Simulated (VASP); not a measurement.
Given:

```
PtSe2
1.0
    1.84783    -3.20053     0.00000
    1.84783     3.20053     0.00000
    0.00000     0.00000     4.77304
Pt Se
1 2
Direct
  0.00000   0.00000   0.00000
  0.33333   0.66667   0.26360
  0.66667   0.33333   0.73640
```

Level of theory: vdW-DF-cx, VASP's PBE PAW potentials (set 64) (plane waves; VASP). Numerical set-up: 520 eV cut-off, 9×9×6 Γ-centred mesh, first-order Methfessel-Paxton smearing of 0.10 eV, potentials Pt Se.

The ions and cell shape at fixed volume are relaxed. Which structure does the run end with?

```
PtSe2
1.0
    1.87196    -3.24232     0.00000
    1.87196     3.24232     0.00000
    0.00000     0.00000     4.65080
Pt Se
1 2
Direct
  0.00000   0.00000   0.00000
  0.33333   0.66667   0.27403
  0.66667   0.33333   0.72597
```
Space group P-3m1 (164), at a tolerance of 0.03 Å.

How much energy does the relaxation gain?

The energy (σ→0) changes by -16.3 meV/atom, in 6 ionic steps.

The compound is PtSe2 in the 1T layered structure. This cell is one point of a volume scan, at 0.94 of the reference volume. Symmetry was kept, so distortions that lower it aren't found.
